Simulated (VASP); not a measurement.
OSZICAR of a VASP run on BP (zinc blende):

OSZICAR:
```
       N       E                     dE             d eps       ncg     rms          rms(c)
DAV:   1     0.109067939633E+02    0.10907E+02   -0.40911E+03  1052   0.801E+02
DAV:   2    -0.124579797758E+02   -0.23365E+02   -0.22747E+02  1536   0.111E+02
DAV:   3    -0.129784566021E+02   -0.52048E+00   -0.51970E+00  1294   0.173E+01
DAV:   4    -0.129803721201E+02   -0.19155E-02   -0.19154E-02  1456   0.110E+00
DAV:   5    -0.129803756750E+02   -0.35549E-05   -0.35548E-05  1249   0.417E-02    0.859E+00
DAV:   6    -0.129509164158E+02    0.29459E-01   -0.15000E+00  1223   0.700E+00    0.444E+00
DAV:   7    -0.128952510891E+02    0.55665E-01   -0.21661E-01  1460   0.302E+00    0.276E+00
DAV:   8    -0.129304468093E+02   -0.35196E-01   -0.22014E-02  1175   0.138E+00    0.124E+00
DAV:   9    -0.129262939123E+02    0.41529E-02   -0.62541E-03  1292   0.501E-01    0.475E-01
DAV:  10    -0.129286349124E+02   -0.23410E-02   -0.74304E-04  1136   0.224E-01    0.125E-01
DAV:  11    -0.129287545519E+02   -0.11964E-03   -0.29701E-04  1185   0.121E-01    0.628E-02
DAV:  12    -0.129287758756E+02   -0.21324E-04   -0.42231E-05  1238   0.509E-02    0.328E-02
DAV:  13    -0.129287758582E+02    0.17446E-07   -0.12309E-06   925   0.761E-03
   1 F= -.12928776E+02 E0= -.12928776E+02  d E =-.173857E-12  mag=     0.0004
```

Q: Which electronic solver shows in the log?

A: It is blocked Davidson (ALGO = Normal, or the opening steps of other solvers). The INCAR had ALGO = Normal.

Q: How was spin treated?

A: Collinear spin (ISPIN = 2): the summary line carries one mag value, 0.00 μB in the cell.

Q: Can the final energy be trusted as converged?

A: The run converged. It stopped with EDIFF = 1E-6, NELM = 100 (PBE GGA, plane waves, VASP's PBE PAW potentials (set 64)).

The compound is BP in the zinc blende structure. The cell was not relaxed at this level.
